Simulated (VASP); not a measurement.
Data:

```
WS2
1.0
    1.84929     1.06769     5.60654
   -1.84929     1.06769     5.60654
    0.00000    -2.13538     5.60654
W S
1 2
Direct
  0.00000   0.00000   0.00000
  0.25200   0.25200   0.25200
  0.74800   0.74800   0.74800
```

Method: PBE GGA, VASP's PBE PAW potentials (set 64) (plane waves; VASP). Settings: 400 eV cut-off, 5×5×5 Γ-centred mesh, Gaussian smearing of 0.050 eV, potentials W_sv S.

Task: Give the force on each atom (eV/Å).

Result: 
```tsv
atom	Fx	Fy	Fz
W1	0.000	0.000	0.000
S2	0.000	0.000	0.768
S3	0.000	0.000	-0.768
```

Task: Give the stress tensor in GPa (positive for a compressed cell).

Result: 
```
-18.94    0.00    0.00
  0.00  -18.94    0.00
  0.00    0.00   -2.06
```
The pressure is its mean diagonal, -13.32 GPa.

The structure was generated: WS2 was put into the CdCl2 type (R-3m), which need not be its known phase. The cell was not relaxed at this level. The k-mesh is coarse (spacing up to 0.40 per Å, 2π included), so the numbers may not be converged in it.
